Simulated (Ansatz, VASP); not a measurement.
# Cross-check of W between VASP and Ansatz

Wanted: the spread between two codes on one cell, functional and k mesh. The structure shown is the start of the Ansatz relaxation below; VASP solves that cell, so the two are compared at the walk's first step.

Calculated with Ansatz 0.2.0; plane waves, with VASP 6.6.1 beside it; single point at PBEsol.

## (1) Starting point

The cell holds 5 atoms: 5 W. Cell: a = 3.165 Å, b = 3.165 Å, c = 36.460 Å, α = 90.0°, β = 90.0°, γ = 90.0°. Vacuum lies along c. The height across the vacuum is the one that the program set for its solve, not the one typed.

## (2) Ansatz: relaxation, PBEsol

Ansatz runs on its PAW soft_1 files.

The two programs are compared at the cell with which this relaxation starts, whose forces are those of its first step.

File input.yaml:

```yaml
crystal:
  lattice:
    - [3.165, 0.0, 0.0]
    - [0.0, 3.165, 0.0]
    - [0.0, 0.0, 19.33]
  atoms:
    - { symbol: W, position: [0.0, 0.0, 0.336265] }
    - { symbol: W, position: [0.5, 0.5, 0.418132] }
    - { symbol: W, position: [0.0, 0.0, 0.5] }
    - { symbol: W, position: [0.5, 0.5, 0.581868] }
    - { symbol: W, position: [0.0, 0.0, 0.663735] }
  periodic: [true, true, false]
kpoints:
  mp_grid: { grid: [6, 6, 1] }
hamiltonian:
  xc: pbesol
  pseudopotentials: { kind: paw, azcp: { folder: soft_1 }, xc_functional: pbe }
scf:
  occupations: { method: gaussian, width: 0.1 }
output:
  forces: true
  stress: true
  eigenvalues: true
relax:
  adjacent_minimum: "off"
  f_tol: 0.05
  max_steps: 80
  cell: { stress_2d_tol: 0.02 }
```

Command:

```bash
ansatz run input.yaml --threads 8 --pin off --max-ram 16384MiB --backend cpu --events-out ev --progress --plain --runs-dir out
```

Numbers of over 12 decimals in the logs are rounded to 6 here.

What it wrote:

```text
Warning: crystal.periodic: the lattice vector that does not repeat stood 0.000° off the slab's normal, 19.330 Å along it as the deck builds it. The run solves the slab on a vector along the normal, 36.460 Å long, with every atom where it was (on the deck's vector they left 13.00 Å outside them, and the widest stretch free of ions among them is 1.58 Å). A fractional position that the run reports is one of the run's ce [...]
The last accepted step is kept in <dir> (removed where the run ends without a failure and the disk answers)
crystal.periodic: the lattice vector that does not repeat stood 0.000° off the slab's normal, 19.330 Å along it as the deck builds it. The run solves the slab on a vector along the normal, 36.460 Å long, with every atom where it was (on the deck's vector they left 13.00 Å outside them, and the widest stretch free of ions among them is 1.58 Å). A fractional position that the run reports is one of the run's cell, which [...]
Engine: ansatz 0.2.0, aarch64-unknown-linux-gnu
Pseudopotentials: kind: paw
Pseudopotential: W, paw, valence charge 14, recommended cutoff 420 eV (normal), soft_1/W.paw.azcp
Functional definition: PBEsol
  exchange = pbesol_x
  correlation = pbesol_c
Crystal: 5 atoms, lattice volume = 365.228 Å³
Basis set: ecut = 420 eV, 7185 PW (Γ), exchange–correlation on 48×48×500 points (8 copies of the dense FFT grid, shifted against one another)
Bands: 42, of which v1, the nominal top of the filled ones, is band 35 counted from 1 (34 counted from 0)
Symmetry: 16 space group operations
Space group: P4/mmm (ITA 123), of the structure as read, at distance tolerance 7.1e-5 Å
k-points: 10 of 36
Non-local potential: W, projectors of the file, l = 0: 3, l = 1: 2, l = 2: 2, l = 3: 1
PAW form: soft (Blöchl's): semilocal exchange-correlation on the pseudo side does not see the compensation charge
PAW frozen core: W, regenerated for the run's functional, and the local potential with it (the file was generated under x = pbe(κ = 0.804, μ = 0.219515), c = pbe(β = 0.066725))
PAW one-centre angular grid: W, 590 points (default); XC on 64 Gauss nodes
Initial density: superposition of atomic densities (neutral atoms: chi_scale 0, normalization atom)
Initial wavefunctions: pseudopotential atomic-orbital guess
Functional: x = pbesol(κ = 0.804, μ = 0.123457), c = pbesol(β = 0.046)
SCF iter   1: F=—  HF=-51285.866535 eV  |F-HF|=—  |Δ(HF+E_count)|=         —  Δρ=3.77e-2  dr2=3.82e1  ethr=3.10e-3  ⟨swp⟩=12.5  Hψ=2793  notcnv=0
preconditioner: auto → LDOS  [metal: Δε(μ)=0.065 eV  Ē_g=4.859 eV  σ=0.100 eV  W_gap=0.33  n_scr=52 (ndim 8)  ℏωp=10.6 eV  f_vac=0.706  D(μ)=7.79/eV (n_scr^D=22)  β→1.0]
SCF iter   2: F=—  HF=-51282.501433 eV  |F-HF|=—  |Δ(HF+E_count)|=    3.37e0  Δρ=2.18e-2  dr2=2.80e0  ethr=3.10e-3  ⟨swp⟩=5.2  Hψ=1223  notcnv=0  defer=14
[...]
SCF iter   3: F=—  HF=-51282.458979 eV  |F-HF|=—  |Δ(HF+E_count)|=   1.78e-6  Δρ=4.98e-5  dr2=2.73e-5  ethr=3.38e-7  ⟨swp⟩=3.5  Hψ=726  notcnv=0
SCF iter   4: F=—  HF=-51282.458973 eV  |F-HF|=—  |Δ(HF+E_count)|=   6.67e-6  Δρ=1.60e-5  dr2=4.73e-6  ethr=3.90e-8  ⟨swp⟩=3.7  Hψ=866  notcnv=0
SCF iter   5: F=—  HF=-51282.459294 eV  |F-HF|=—  |Δ(HF+E_count)|=   3.21e-4  Δρ=3.71e-6  dr2=3.55e-7  ethr=6.76e-9  ⟨swp⟩=2.6  Hψ=599  notcnv=0
SCF iter   6: F=-51282.459294 eV  HF=-51282.459294 eV  |F-HF|=2.04e-8  |Δ(HF+E_count)|=   1.32e-7  Δρ=1.18e-6  dr2=5.32e-9  ethr=2.48e-11  ⟨swp⟩=10.7  Hψ=2864  notcnv=0
SCF 7 converged in 6 iterations: F = -51282.459294 eV  dr2 = 5.32e-9
relax step   7: F+E_penalty+E_count = -51282.45929415 eV  Δ(F+E_penalty+E_count) = -1.381e-4 eV  max|allowed force component| = 7.653e-3 eV/Å  Δτ_max = 0.0047 Å  P = -0.025 N/m  Ω = 346.200 Å³  energy of the carried Pulay correction = +1.889e-3 eV  fix = [c, alpha, beta]  reactions: c +0.000 N/m  (6 SCF iters, dr2 threshold 1.74e-8 eV, accepted)
[...]
relax step   8: F+E_penalty+E_count = -51282.45929237 eV  Δ(F+E_penalty+E_count) = +1.779e-6 eV  max|allowed force component| = 3.397e-4 eV/Å  Δτ_max = 0.0017 Å  P = +0.000 N/m  Ω = 346.319 Å³  energy of the carried Pulay correction = +1.877e-3 eV  fix = [c, alpha, beta]  reactions: c +0.000 N/m  (7 SCF iters, dr2 threshold 5.76e-10 eV, accepted)
[...]
relax step   9: F+E_penalty+E_count = -51282.45750257 eV  Δ(F+E_penalty+E_count) = +1.790e-3 eV  max|allowed force component| = 4.430e-4 eV/Å  Δτ_max = 0.0000 Å  P = -0.009 N/m  Ω = 346.319 Å³  fix = [c, alpha, beta]  reactions: c +0.000 N/m  stress off target by 9.41e-3 N/m on what of the cell is left free  SCF on the basis re-selected at this cell (its energy is not comparable with the rows above)  (7 SCF iters)
basis re-selected at this cell: Δ(F+E_penalty+E_count) = +1.790e-3 eV, ΔP = -0.009 N/m vs the last step (what re-selecting the basis moved, of the pressure what is left beyond the Pulay correction that the steps carried, after the strain that the cell walked since its last selection, with what the two solves' SCF thresholds leave and, on support functions, any second-order correction that the steps lacked; it is no m [...]
SCF converged after 7 iterations
Free energy (F): -51282.457503 eV
Harris-Foulkes:  -51282.457503 eV  (|F-HF|=1.53e-10)
Internal energy: -51282.420740 eV  (E = F + TS)
E sigma→0 (E₀):  -51282.439121 eV
Entropy (-TS):   -0.036762 eV (-7.352 meV/atom)
Fermi energy:    -4.268694 eV
--- Per-component energies (eV) ---
  E_band       = -2271.780436
  E_kinetic    = 2112.808262
  E_local      = -306670.955101  (includes V_loc(G=0)·N_el)
  E_nonlocal   = -110.954983
  E_hartree    = 152186.918639
  E_xc         = -1326.958573
  E_vxc        = -1152.104763  (∫ρ·V_xc dr)
  E_paw        = -42257.509178  (= ΣΔE_a)
  E_vpaw       = -824.411591  (= ΣTr[D̂ρ^β])
  E_aug_tail   = 0.000752  (compensation charges beyond the density's cutoff)
  E_ewald      = 144783.120153
  E_core_change = 1.109289  (= ΣΔE_core)
  E_smearing   = -0.036762  (= −TS)
  E_closure    = 0.000000  (closes the sum)
  Σ components = -51282.457503   (vs F -51282.457503, Δ=0.00e0)
--- Forces (eV/Å), atoms counted from 1 ---
  atom   1  W      0.00000000     0.00000000    -0.00044297
  atom   2  W     -0.00000000     0.00000000     0.00036458
  atom   3  W     -0.00000000     0.00000000     0.00000000
  atom   4  W     -0.00000000     0.00000000    -0.00036458
  atom   5  W      0.00000000     0.00000000     0.00044297
  max |Σ_I F_I| component: 5.08e-26 eV/Å
--- 2D stress c σ (N/m, compression-positive) ---
       -0.009411      -0.000000      -0.000000
       -0.000000      -0.009411      -0.000000
        0.000000       0.000000       0.000000
  P = ½ c Tr σ = -0.0094 N/m
--- Band table (eV; the first three rows and the last of 10) ---
  k-point 0: bands = [... 31 lower, -4.9676, -4.9297, -4.7330, -4.6069, -4.5364, -4.0929, -4.0929, -4.0733, ... 3 higher]
  k-point 1: bands = [... 31 lower, -5.1887, -5.0987, -4.9873, -4.9259, -4.0770, -3.9454, -3.2969, -3.1741, ... 3 higher]
  k-point 2: bands = [... 31 lower, -5.7662, -5.4570, -5.1324, -5.0031, -3.8994, -3.8097, -3.5444, -3.0048, ... 3 higher]
  k-point 9: bands = [... 31 lower, -5.1021, -5.1021, -2.2950, -2.2950, -2.2189, -2.0702, -1.6185, -1.6185, ... 3 higher]
--- Relaxed structure (8 steps of the walk, 7 accepted, 1 SCFs on fresh bases) ---
  F+E_penalty+E_count = -51282.45750257 eV   max|allowed force component| = 4.430e-4 eV/Å   (the final SCF, on the basis selected at the relaxed cell)
  cell:  # Å, volume = 346.3194 Å³
    - [3.081982, 0, 0.0]
    - [0, 3.081982, 0.0]
    - [0.0, 0.0, 36.4599902]
  atoms:
    - { symbol: W, position: [0, 0, 0.179848] }
    - { symbol: W, position: [0.5, 0.5, 0.220632] }
    - { symbol: W, position: [0, 0, 0.265085] }
    - { symbol: W, position: [0.5, 0.5, 0.309538] }
    - { symbol: W, position: [0, 0, 0.350322] }
```

In the SCF lines HF is the Harris–Foulkes energy and dr2 the Hartree energy of the density residual, in eV; the loop may stop once dr2 is under the threshold and the program's other checks hold. Hψ counts applications of the Hamiltonian.

## (3) VASP: single point, PBEsol, start cell, pair 1

The same cell, functional, mesh and smearing now go to VASP, with its own data sets.

Lines of VASP's logs that name or quote its potential files are left out, and so is its time.

File INCAR:

```
SYSTEM = W
PREC = Accurate
ENCUT = 520
EDIFF = 1E-06
NELM = 120
ISMEAR = 0
SIGMA = 0.1
LREAL = .FALSE.
ALGO = Normal
GGA = PS
NBANDS = 21
LASPH = .TRUE.
LORBIT = 11
LWAVE = .FALSE.
LCHARG = .FALSE.
ISIF = 2
LDIPOL = .TRUE.
IDIPOL = 3
DIPOL = 0.5 0.5 0.265
LVHAR = .TRUE.
GGA_COMPAT = .FALSE.
NELMDL = -8
KPAR = 2
```

File POSCAR:

```
W
1.0
    3.1650000000      0.0000000000      0.0000000000
    0.0000000000      3.1650000000      0.0000000000
    0.0000000000      0.0000000000     36.4599900000
W
5
Direct
    0.0000000000      0.0000000000      0.1782776682
    0.5000000000      0.5000000000      0.2216811360
    0.0000000000      0.0000000000      0.2650850974
    0.5000000000      0.5000000000      0.3084890588
    0.0000000000      0.0000000000      0.3518925266
```

File KPOINTS:

```
Automatic mesh
0
Gamma
6 6 1
0 0 0
```

The projector-augmented-wave data sets are W (PBE family, release 64).

Command:

```bash
mpirun -np 2 vasp_std
```

What it wrote:

```text
[banner, memory and clock lines left out]
running    2 mpi-ranks, on    1 nodes
 distrk:  each k-point on    1 cores,    2 groups
 distr:  one band on    1 cores,    1 groups

 POSCAR found type information on POSCAR W
 POSCAR found :  1 types and       5 ions
|                                                                             |
|               ----> ADVICE to this user running VASP <----                  |
|                                                                             |
|     You enforced a specific xc type in the INCAR file but a different       |
|     [... a line on the potential file left out ...]
|     I HOPE YOU KNOW WHAT YOU ARE DOING!                                     |
|                                                                             |

 LDA part: xc-table for (Slater+PW92), standard interpolation
 POSCAR, INCAR and KPOINTS ok, starting setup
 FFT: planning ... GRIDC
 FFT: planning ... GRID_SOFT
 FFT: planning ... GRID
 WAVECAR not read
 entering main loop
       N       E                     dE             d eps       ncg     rms          rms(c)
DAV:   1     0.166895735150E+03    0.16690E+03   -0.95957E+03   420   0.103E+03
DAV:   2    -0.416729898172E+02   -0.20857E+03   -0.19873E+03   635   0.201E+02
DAV:   3    -0.671595510495E+02   -0.25487E+02   -0.24385E+02   493   0.766E+01
DAV:   4    -0.687810930325E+02   -0.16215E+01   -0.15573E+01   688   0.184E+01
DAV:   5    -0.688388378491E+02   -0.57745E-01   -0.57043E-01   720   0.330E+00
DAV:   6    -0.688406505159E+02   -0.18127E-02   -0.18014E-02   699   0.479E-01
DAV:   7    -0.688407751523E+02   -0.12464E-03   -0.12435E-03   728   0.959E-02
DAV:   8    -0.688407811353E+02   -0.59830E-05   -0.59784E-05   672   0.178E-02    0.411E+01
DAV:   9    -0.674799371630E+02    0.13608E+01   -0.42928E+01   675   0.254E+01    0.218E+01
DAV:  10    -0.894533420015E+02   -0.21973E+02   -0.25447E+02   730   0.706E+01    0.223E+01
DAV:  11    -0.628503808848E+02    0.26603E+02   -0.13962E+02   735   0.457E+01    0.459E+00
DAV:  12    -0.635243522158E+02   -0.67397E+00   -0.88008E+00   625   0.141E+01    0.419E+00
DAV:  13    -0.634280411949E+02    0.96311E-01   -0.64816E-01   681   0.411E+00    0.272E+00
DAV:  14    -0.634266713353E+02    0.13699E-02   -0.47508E-02   591   0.132E+00    0.235E+00
[...]
DAV:  23    -0.633894118463E+02    0.61427E-05   -0.45652E-05   662   0.314E-02    0.325E-02
DAV:  24    -0.633894299989E+02   -0.18153E-04   -0.13151E-05   686   0.188E-02    0.110E-02
DAV:  25    -0.633894515945E+02   -0.21596E-04   -0.12596E-05   667   0.167E-02    0.276E-03
DAV:  26    -0.633894628516E+02   -0.11257E-04   -0.12127E-06   382   0.619E-03    0.479E-03
DAV:  27    -0.633894691538E+02   -0.63022E-05   -0.87052E-07   372   0.531E-03    0.826E-03
DAV:  28    -0.633894703076E+02   -0.11538E-05   -0.19100E-07   315   0.436E-03    0.526E-03
DAV:  29    -0.633894726674E+02   -0.23598E-05   -0.68753E-07   331   0.469E-03    0.281E-03
DAV:  30    -0.633894735316E+02   -0.86424E-06   -0.20836E-07   315   0.381E-03
   1 F= -.63389474E+02 E0= -.63374869E+02  d E =-.292098E-01
```

Parts of OUTCAR (step 3):

```text
ion  position               nearest neighbor table
   1  0.000  0.000  0.178-   2 2.74   2 2.74   2 2.74   2 2.74   3 3.16
   2  0.500  0.500  0.222-   1 2.74   1 2.74   1 2.74   1 2.74   3 2.74   3 2.74   3 2.74   3 2.74
                             4 3.17
   3  0.000  0.000  0.265-   2 2.74   2 2.74   2 2.74   2 2.74   4 2.74   4 2.74   4 2.74   4 2.74
                             1 3.16   5 3.16
   4  0.500  0.500  0.308-   5 2.74   5 2.74   5 2.74   5 2.74   3 2.74   3 2.74   3 2.74   3 2.74
                             2 3.17
   5  0.000  0.000  0.352-   4 2.74   4 2.74   4 2.74   4 2.74   3 3.16

  LATTYP: Found a simple tetragonal cell.
 ALAT       =     3.1650000000
 C/A-ratio  =    11.5197440758

 Subroutine GETGRP returns: Found 16 space group operations
 (whereof  8 operations were pure point group operations)

The static configuration has the point symmetry C_4v.
 The point group associated with its full space group is D_4h.

 Found     10 irreducible k-points:

   k-points           NKPTS =     10   k-points in BZ     NKDIM =     10   number of bands    NBANDS=     21

   dimension x,y,z NGX =    24 NGY =   24 NGZ =  280
   dimension x,y,z NGXF=    48 NGYF=   48 NGZF=  560

   ENCUT  =  520.0 eV  38.22 Ry    6.18 a.u.   5.88  5.88 67.79*2*pi/ulx,y,z

   NELECT =      30.0000    total number of electrons

 k-points in reciprocal lattice and weights: Automatic mesh
   0.00000000  0.00000000  0.00000000       0.028
   0.16666667  0.00000000  0.00000000       0.111
   0.33333333  0.00000000  0.00000000       0.111
   0.50000000  0.00000000  0.00000000       0.056
   0.16666667  0.16666667  0.00000000       0.111
   0.33333333  0.16666667  0.00000000       0.222
   0.50000000  0.16666667  0.00000000       0.111
   0.33333333  0.33333333  0.00000000       0.111
   0.50000000  0.33333333  0.00000000       0.111
   0.50000000  0.50000000  0.00000000       0.028

 dipolmoment           0.000000      0.000000     -0.000008 electrons x Angstroem

 average (electrostatic) potential at core
       1 -47.0606       2 -46.8775       3 -47.0827       4 -46.8775       5 -47.0606

 E-fermi :  -1.6403

 k-point     1 :       0.0000    0.0000    0.0000
  band No.  band energies     occupation
    ...
     12      -2.3705      2.00000
     13      -2.3705      2.00000
     14      -2.0665      2.00000
     15      -1.9595      1.99999
     16      -1.9393      1.99998
     17      -1.5449      0.17718
     18      -1.5449      0.17718
     19      -1.2895      0.00000
     20      -0.1447      0.00000
     21       0.0754      0.00000

 k-point     2 :       0.1667    0.0000    0.0000
  band No.  band energies     occupation
    ...
     11      -3.1924      2.00000
     12      -2.4976      2.00000
     13      -2.4012      2.00000
     14      -2.1959      2.00000
     15      -2.1653      2.00000
     16      -1.5404      0.15756
     17      -1.3937      0.00049
     18      -0.8369      0.00000
     19      -0.5322      0.00000
     20      -0.5209      0.00000
    ...

 k-point     3 :       0.3333    0.0000    0.0000
  band No.  band energies     occupation
    ...
     11      -2.9777      2.00000
     12      -2.9439      2.00000
     13      -2.5699      2.00000
     14      -2.4631      2.00000
     15      -2.3899      2.00000
     16      -1.2095      0.00000
     17      -1.1888      0.00000
     18      -1.0227      0.00000
     19      -0.4801      0.00000
     20      -0.4484      0.00000
    ...

  Total      -12.2608932    -12.2608932     -8.0062511      0.0000000      0.0000000      0.0000000
  in kB      -53.7859342    -53.7859342    -35.1217233      0.0000000      0.0000000      0.0000000
  external PRESSURE =     -47.5645306 kB  Pullay stress =       0.0000000 kB

  energy-cutoff  :      520.00
  volume of cell :      365.23
      direct lattice vectors                 reciprocal lattice vectors
     3.165000000  0.000000000  0.000000000     0.315955766  0.000000000  0.000000000
     0.000000000  3.165000000  0.000000000     0.000000000  0.315955766  0.000000000
     0.000000000  0.000000000 36.459990000     0.000000000  0.000000000  0.027427325

 POSITION                                       TOTAL-FORCE (eV/Angst)
 -----------------------------------------------------------------------------------
      0.00000      0.00000      6.50000         0.000000     -0.000000      2.022437
      1.58250      1.58250      8.08249         0.000000      0.000000     -1.526438
      0.00000      0.00000      9.66500         0.000000     -0.000000      0.000000
      1.58250      1.58250     11.24751         0.000000     -0.000000      1.526438
      0.00000      0.00000     12.83000         0.000000      0.000000     -2.022437
 -----------------------------------------------------------------------------------
    total drift:                                0.000000      0.000000     -0.000113

  FREE ENERGIE OF THE ION-ELECTRON SYSTEM (eV)
  ---------------------------------------------------
  free  energy   TOTEN  =       -63.3894735316 eV

  energy  without entropy=      -63.3602637704  energy(sigma->0) =      -63.37486865

 vacuum level on the upper side and lower side of the slab         2.636         2.637

 total charge
# of ion       s       p       d       tot
------------------------------------------
    1        0.628   0.383   3.986   4.998
    2        0.672   0.686   4.167   5.525
    3        0.670   0.704   4.165   5.538
    4        0.672   0.686   4.167   5.525
    5        0.628   0.383   3.986   4.998
--------------------------------------------------
tot          3.269   2.843  20.472  26.584

[... 3 further parts left out ...]
```

The data set W keeps the semicore shell frozen, which is cheaper and a little less accurate.

## (4) Comparison

Known differences besides the potentials themselves: Ansatz cuts the interaction across the vacuum, VASP repeats the sheet with a dipole correction; the data sets hold 70 valence electrons in Ansatz (on its PAW soft_1 files) and 30 in VASP; the cutoff is 420 eV in Ansatz and 520 eV in VASP; Ansatz makes its cores anew for this functional, VASP keeps those of its PBE data sets. Total energies have different zeros and are not compared.

Forces (eV/Å; atoms numbered as in POSCAR):

```csv
atom,"Ansatz x, y, z","VASP x, y, z"
W1,"0.000, 0.000, 1.815","0.000, 0.000, 2.022"
W2,"0.000, 0.000, -1.515","0.000, 0.000, -1.526"
W3,"0.000, 0.000, 0.000","0.000, 0.000, 0.000"
W4,"0.000, 0.000, 1.515","0.000, 0.000, 1.526"
W5,"0.000, 0.000, -1.815","0.000, 0.000, -2.022"
```

The forces differ by 76 meV/Å r.m.s., which is 8.2 % of the r.m.s. force of 0.925 eV/Å (both taken over all components). With vacuum in the cell, a pressure given here is an average over mostly empty space and none of the material.

(Part 1 of 2 ends here.)

[Lines on the potential files, build, host, timing and source positions are cut from VASP's logs without a mark.]

[Logs are printed without paths, hosts, clocks, repeated set-up lines and the standing remarks that a program may print on its own settings, such as how far it seeks lower states.]

[Hosts, paths, dates, database ids (printed as entryN), source tags and the programs' standing remarks are cut or masked in the printed files.]
